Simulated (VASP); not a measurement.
```xyz
5
Lattice="-2.0172 2.1012 5.0709 2.0172 -2.1012 5.0709 2.0172 2.1012 -5.0709" Properties=species:S:1:pos:R:3 pbc="T T T"
Pr     0.0000     0.0000     0.0000
Si     2.0172     2.1012     1.1171
Si     0.0000     0.0000     3.9539
Ag     0.0000     2.1012     2.5355
Ag     2.0172     0.0000     2.5355
```

These are PBEsol GGA, VASP's PBE PAW potentials (set 64) (plane waves; VASP) values and carry that method's errors. Settings: 480 eV cut-off, 10×10×10 Γ-centred mesh, first-order Methfessel-Paxton smearing of 0.10 eV, potentials Pr_3 Si Ag.

The 4f electrons are frozen in the core of the lanthanide potential, so 4f levels, which can set the real gap, and their magnetism are missing.

Give the force on each atom (eV/Å).

| atom | Fx | Fy | Fz |
|---|---|---|---|
| Pr1 | 0.000 | 0.000 | 0.000 |
| Si2 | 0.000 | 0.000 | 0.296 |
| Si3 | 0.000 | 0.000 | -0.296 |
| Ag4 | 0.000 | 0.000 | 0.139 |
| Ag5 | 0.000 | 0.000 | -0.139 |

Give the stress tensor in GPa (positive for a compressed cell).

```
13.34   0.00   0.00
 0.00   6.88   0.00
 0.00   0.00  14.25
```
The pressure is its mean diagonal, 11.49 GPa.

The structure comes from a computed database's Ag2PrSi2 entry (I4/mmm); how it stands against other phases isn't given here. This cell was strained or had an atom moved on purpose. The electron count is odd and the run is not spin-polarised, which forces a metal.
